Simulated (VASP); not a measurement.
CaB6 (cab6): computed properties

Level of theory: PBE GGA, VASP's PBE PAW potentials (set 64) (plane waves; VASP 6.6.1).

```yaml
space_group: Pm-3m (221)
cell: a = b = c = 4.148 Å, α = β = γ = 90.00°
volume_per_atom: 10.19 Å³/atom
band gap (over mesh and band path): none (metal, semimetal or under 0.01 eV)
density: 2.44 g/cm³
optical Γ-point spectrum: 128 (×3), 472 (×3), 589 (×3), 780 (×3), 876 (×3), 1126 (×2), 1196 cm⁻¹
```

```cif
data_B6Ca
_chemical_formula_sum 'Ca1 B6'
_space_group_name_H-M_alt 'P 1'
_space_group_IT_number 1
_cell_length_a 4.14775
_cell_length_b 4.14775
_cell_length_c 4.14775
_cell_angle_alpha 90.000
_cell_angle_beta 90.000
_cell_angle_gamma 90.000
loop_
_space_group_symop_operation_xyz
  'x, y, z'
loop_
_atom_site_label
_atom_site_type_symbol
_atom_site_fract_x
_atom_site_fract_y
_atom_site_fract_z
_atom_site_occupancy
Ca1 Ca 0.00000 0.00000 0.00000 1
B1 B 0.79824 0.50000 0.50000 1
B2 B 0.50000 0.20176 0.50000 1
B3 B 0.50000 0.79824 0.50000 1
B4 B 0.20176 0.50000 0.50000 1
B5 B 0.50000 0.50000 0.79824 1
B6 B 0.50000 0.50000 0.20176 1
```

Measured: gap 1.00 eV (computed value off by -1.00 eV), as given by Zhigang Wu et al., Physical Review B (2004), arXiv:cond-mat/0401246; a 4.151 Å (computed value off by -0.1 %), as given by David J. Singh, Physical Review B (2010), arXiv:1009.1807. The calculation is for a static lattice, while the measured a holds thermal and zero-point effects, which are part of the difference.

The compound is CaB6 in the cab6 structure. It was relaxed first. Symmetry was kept, so distortions that lower it aren't found.
